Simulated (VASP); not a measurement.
Computed with r2SCAN meta-GGA, VASP's PBE PAW potentials (set 64) (plane waves; VASP).

A VASP calculation is set up with these files.

KPOINTS:
```
kpoints
0
gamma
  18 18 18
```

### INCAR
```
ALGO = Normal
EDIFF = 1E-6
EDIFFG = -0.02
ENCUT = 500
IBRION = 2
ISIF = 3
ISMEAR = 1
ISPIN = 2
LASPH = .TRUE.
LCHARG = .FALSE.
LMAXMIX = 4
LMIXTAU = .TRUE.
LORBIT = 10
LREAL = .FALSE.
LWAVE = .FALSE.
MAGMOM = 2.7
METAGGA = R2SCAN
NELM = 100
NSW = 40
PREC = Accurate
SIGMA = 0.1
SYSTEM = Fe
```

### POSCAR
```
Fe
1
   -1.4273684320     1.4273684320     1.4273684320
    1.4273684320    -1.4273684320     1.4273684320
    1.4273684320     1.4273684320    -1.4273684320
Fe
1
Direct
  0.0000000000   0.0000000000   0.0000000000
```

POTCAR, in this order: Fe (PBE.64 set). Program: vasp_std.

The resulting files:

### OSZICAR
```
       N       E                     dE             d eps       ncg     rms          rms(c)
DAV:   1     0.110262766095E+02    0.11026E+02   -0.40914E+03  7349   0.107E+03
DAV:   2    -0.153557172279E+02   -0.26382E+02   -0.24457E+02  7079   0.134E+02
DAV:   3    -0.157217293546E+02   -0.36601E+00   -0.36501E+00  7896   0.224E+01
DAV:   4    -0.157238701897E+02   -0.21408E-02   -0.21406E-02  7707   0.159E+00
DAV:   5    -0.157238950724E+02   -0.24883E-04   -0.24882E-04  7563   0.152E-01    0.118E+01
DAV:   6    -0.142473112780E+02    0.14766E+01   -0.21863E+01  7462   0.742E+01    0.861E+00
DAV:   7    -0.143482681341E+02   -0.10096E+00   -0.32423E+00  8083   0.247E+01    0.518E+00
DAV:   8    -0.143621867219E+02   -0.13919E-01   -0.78575E-02  7897   0.276E+00    0.230E+00
DAV:   9    -0.143567705539E+02    0.54162E-02   -0.92367E-02  8194   0.354E+00    0.737E-01
DAV:  10    -0.143586292078E+02   -0.18587E-02   -0.15856E-02  7990   0.129E+00    0.249E-01
DAV:  11    -0.143597449022E+02   -0.11157E-02   -0.12235E-03  7622   0.490E-01    0.899E-02
DAV:  12    -0.143597154454E+02    0.29457E-04   -0.79163E-05  8434   0.126E-01    0.440E-02
DAV:  13    -0.143597156440E+02   -0.19864E-06   -0.14535E-05  7242   0.428E-02    0.425E-02
DAV:  14    -0.143597130429E+02    0.26011E-05   -0.43735E-06  7258   0.269E-02    0.538E-03
DAV:  15    -0.143597130526E+02   -0.97577E-08   -0.92380E-07  3552   0.141E-02
   1 F= -.14359713E+02 E0= -.14359730E+02  d E =-.143597E+02  mag=     2.6194
       N       E                     dE             d eps       ncg     rms          rms(c)
DAV:   1    -0.143757253709E+02   -0.16012E-01   -0.40099E-01  7326   0.113E+01    0.123E+00
DAV:   2    -0.143604091399E+02    0.15316E-01   -0.15527E-01  7588   0.596E+00    0.131E+00
DAV:   3    -0.143598088559E+02    0.60028E-03   -0.84591E-03  7755   0.141E+00    0.493E-01
DAV:   4    -0.143595965259E+02    0.21233E-03   -0.19279E-04  7290   0.228E-01    0.121E-01
DAV:   5    -0.143594377390E+02    0.15879E-03   -0.28952E-04  7648   0.158E-01    0.261E-02
DAV:   6    -0.143594471008E+02   -0.93618E-05   -0.12380E-05  7116   0.469E-02    0.112E-02
DAV:   7    -0.143594496106E+02   -0.25098E-05   -0.98049E-07  4610   0.109E-02    0.507E-03
DAV:   8    -0.143594498630E+02   -0.25242E-06   -0.35545E-07  3558   0.835E-03
   2 F= -.14359450E+02 E0= -.14359434E+02  d E =0.263190E-03  mag=     2.6216
       N       E                     dE             d eps       ncg     rms          rms(c)
DAV:   1    -0.143655034329E+02   -0.60538E-02   -0.13613E-01  7328   0.656E+00    0.707E-01
DAV:   2    -0.143602053215E+02    0.52981E-02   -0.48785E-02  7581   0.337E+00    0.733E-01
DAV:   3    -0.143601494359E+02    0.55886E-04   -0.22893E-03  7411   0.719E-01    0.288E-01
DAV:   4    -0.143600811643E+02    0.68272E-04   -0.60076E-05  7275   0.119E-01    0.682E-02
DAV:   5    -0.143600302803E+02    0.50884E-04   -0.10661E-04  8215   0.884E-02    0.123E-02
DAV:   6    -0.143600309393E+02   -0.65899E-06   -0.49776E-06  7062   0.287E-02
   3 F= -.14360031E+02 E0= -.14360040E+02  d E =-.317887E-03  mag=     2.6196
```

**OUTCAR**
```
------------------------ aborting loop because EDIFF is reached ----------------------------------------
  FORCE on cell =-STRESS in cart. coord.  units (eV):
  Direction    XX          YY          ZZ          XY          YZ          ZX
  --------------------------------------------------------------------------------------
  Total       -0.0007389     -0.0007389     -0.0007389      0.0000000      0.0000000     -0.0000000
  in kB       -0.1011346     -0.1011346     -0.1011346      0.0000000      0.0000000     -0.0000000
  external PRESSURE =      -0.1011346 kB  Pullay stress =       0.0000000 kB
  volume of cell :       11.71
      direct lattice vectors                 reciprocal lattice vectors
    -1.430363929  1.430363929  1.430363929     0.000000000  0.349561388  0.349561388
     1.430363929 -1.430363929  1.430363929     0.349561388  0.000000000  0.349561388
     1.430363929  1.430363929 -1.430363929     0.349561388  0.349561388  0.000000000
 POSITION                                       TOTAL-FORCE (eV/Angst)
 -----------------------------------------------------------------------------------
      0.00000     -0.00000      0.00000         0.000000     -0.000000      0.000000
 -----------------------------------------------------------------------------------
    total drift:                                0.000000     -0.000000      0.000000
  FREE ENERGIE OF THE ION-ELECTRON SYSTEM (eV)
  ---------------------------------------------------
  free  energy   TOTEN  =       -14.3600309393 eV

  energy  without entropy=      -14.3600568129  energy(sigma->0) =      -14.36003956

 total charge

# of ion       s       p       d       tot
------------------------------------------
    1        0.480   0.553   6.178   7.211

 magnetization (x)

# of ion       s       p       d       tot
------------------------------------------
    1       -0.013  -0.120   2.823   2.689

 reached required accuracy - stopping structural energy minimisation
```
(Selected blocks of OUTCAR.)

CONTCAR:
```
Fe
   1.00000000000000
    -1.4303639293477015    1.4303639293477015    1.4303639293477015
     1.4303639293477015   -1.4303639293477015    1.4303639293477015
     1.4303639293477015    1.4303639293477015   -1.4303639293477015
  Fe
     1
Direct
     0.0000000000000000    0.0000000000000000    0.0000000000000000
```

The compound is Fe in the bcc structure. This run relaxes it. Symmetry was kept, so distortions that lower it aren't found.
